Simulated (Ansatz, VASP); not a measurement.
**One calculation of Tl3Cu, two programs**

File INCAR:

```
PREC = Accurate
ENCUT = 520
EDIFF = 1E-7
ISMEAR = -1
SIGMA = 0.05
LREAL = F
LASPH = T
NELM = 60
ALGO = Normal
ISIF = 2
LWAVE = F
LCHARG = F
GGA = PE
NBANDS = 33
```

The input KPOINTS:

```
Automatic mesh
0
Gamma
  6 6 6
```

The input POSCAR:

```
Tl3Cu
1.0
    4.7482373077      0.0000000000      0.0000000000
    0.0000000000      4.7482373077      0.0000000000
    0.0000000000      0.0000000000      4.7482373077
Tl Cu
3 1
Direct
    0.5000000000      0.5000000000      0.0000000000
    0.5000000000      0.0000000000      0.5000000000
    0.0000000000      0.5000000000      0.5000000000
    0.0000000000      0.0000000000      0.0000000000
```

File input.yaml:

```yaml
crystal:
  lattice:
    - [4.7482373077, 0.0, 0.0]
    - [0.0, 4.7482373077, 0.0]
    - [0.0, 0.0, 4.7482373077]
  atoms:
    - { symbol: Tl, position: [0.5, 0.5, 0.0] }
    - { symbol: Tl, position: [0.5, 0.0, 0.5] }
    - { symbol: Tl, position: [0.0, 0.5, 0.5] }
    - { symbol: Cu, position: [0.0, 0.0, 0.0] }
hamiltonian:
  xc: pbe
  pseudopotentials: { kind: paw }
kpoints:
  mp_grid: { grid: [6, 6, 6] }
scf:
  occupations: { method: fermi_dirac, width: 0.05 }
output:
  forces: true
  stress: true
  eigenvalues: true
```

Change from the starting cell: volume scaled by 1.02.

Alike in both runs: task single point; functional PBE; k mesh 6 × 6 × 6; occupations fermi-dirac, width 0.05 eV; no spin polarisation.

```csv
,VASP,Ansatz
version,VASP 6.6.1,Ansatz 0.2.0
potentials or method,"VASP PAW PBE potentials, release 64 (Tl_d, Cu)",Ansatz PAW
plane-wave cutoff (eV),520,420
valence electrons in the cell,50,58
```

```csv
,VASP,Ansatz,Ansatz less VASP
gap on the k mesh at the Fermi level (eV),none,none,-
pressure (GPa),-0.6,-0.6,+0.02
```

A gap of «none» marks a metal or a gap that the smearing closes. The two sets of potentials don't hold the same shells in valence.

Spin-orbit coupling is left out, which matters for the levels of Tl.
